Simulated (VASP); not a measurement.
The input files of a VASP run:

KPOINTS:
```
Automatic mesh
0
Gamma
9 9 7
0 0 0
```

**INCAR**
```
SYSTEM = SnO
PREC = Accurate
ENCUT = 560
EDIFF = 1E-09
NELM = 100
ALGO = Normal
LREAL = .FALSE.
LASPH = .TRUE.
ISMEAR = 0
SIGMA = 0.02
GGA = PE
LMAXMIX = 4
LWAVE = .FALSE.
LCHARG = .FALSE.
ISIF = 2
```

File POSCAR:
```
SnO
1
    3.8937880000     0.0000000000     0.0000000000
    0.0000000000     3.8937880000     0.0000000000
    0.0000000000     0.0000000000     4.9895350000
Sn O
2 2
Direct
  0.0000000000   0.5000000000   0.2353700000
  0.5000000000   0.0000000000   0.7646300000
  0.5000000000   0.5000000000   0.0000000000
  0.0000000000   0.0000000000   0.0000000000
```

POTCAR, in this order: Sn_d O (PBE.64 set). Program: vasp_std.

Problem. Translate this PBE calculation to Quantum ESPRESSO's pw.x.

Solution. One equivalent input (not run):
```
&CONTROL
  calculation = 'scf'
  pseudo_dir = './pseudo'
  outdir = './out'
  tprnfor = .true.
  tstress = .true.
/
&SYSTEM
  ibrav = 0
  nat = 4
  ntyp = 2
  ecutwfc = 84
  occupations = 'smearing'
  smearing = 'gaussian'
  degauss = 0.00147
  input_dft = 'pbe'
/
&ELECTRONS
  conv_thr = 7.3e-11
  electron_maxstep = 100
/
ATOMIC_SPECIES
  Sn 118.710 Sn.upf
  O 15.999 O.upf
CELL_PARAMETERS angstrom
     3.8937880    0.0000000    0.0000000
     0.0000000    3.8937880    0.0000000
     0.0000000    0.0000000    4.9895350
ATOMIC_POSITIONS crystal
  Sn   0.0000000  0.5000000  0.2353700
  Sn   0.5000000  0.0000000  0.7646300
  O    0.5000000  0.5000000  0.0000000
  O    0.0000000  0.0000000  0.0000000
K_POINTS automatic
  9 9 7 0 0 0
```
Limits of the translation: the potentials are each code's own (VASP's PAW set, PseudoDojo norm-conserving files in pw.x), so ENCUT and ecutwfc are chosen apart and not converted; conv_thr bounds pw.x's estimated SCF error, while EDIFF bounds the energy change between steps.

The structure comes from a computed database's SnO entry; how it stands against other phases isn't given here. The cell was not relaxed at this level. The run is one of a series of settings (EDIFF = 1E-09, ENCUT = 560, KPOINTS 9×9×7 Γ-centred mesh against the base run), some of them coarse on purpose.
